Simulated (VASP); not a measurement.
Here is the system:

```xyz
3
Lattice="3.4001 0.0000 0.0000 -1.7000 2.9446 0.0000 0.0000 0.0000 15.3213" Properties=species:S:1:pos:R:3 pbc="T T T"
Ce     1.7000     0.9815     7.6606
O      0.0000     1.9630     6.4737
O      0.0000     1.9630     8.8475
```

Computed with r2SCAN meta-GGA, VASP's PBE PAW potentials (set 64) (plane waves; VASP). Settings: 520 eV cut-off, 8×8×1 Γ-centred mesh, tetrahedra with Blöchl corrections, potentials Ce O.

The cell holds a wide vacuum, so values per volume refer to the whole cell.

Q: Give the energies of bands 7 to 15 at the high-symmetry points, in eV from the valence-band maximum.

A: 
| band | Γ | M | K |
|---|---|---|---|
| 7 | -3.21 | -3.03 | -3.32 |
| 8 | -2.42 | -2.37 | -1.98 |
| 9 | -2.42 | -1.54 | -1.96 |
| 10 | -2.01 | -1.25 | -0.63 |
| 11 | -2.01 | -0.86 | -0.34 |
| 12 | -0.36 | -0.08 | -0.06 |
| 13 | 1.19 | 1.66 | 1.63 |
| 14 | 2.03 | 1.77 | 1.78 |
| 15 | 2.20 | 1.95 | 2.11 |

The gap is indirect, 1.19 eV, from the valence maximum at K-Γ at 0.26 to the conduction minimum at Γ.

The cell is a sheet with vacuum, built from a generated structure. The run is not spin-polarised, so no magnetic state was tried.
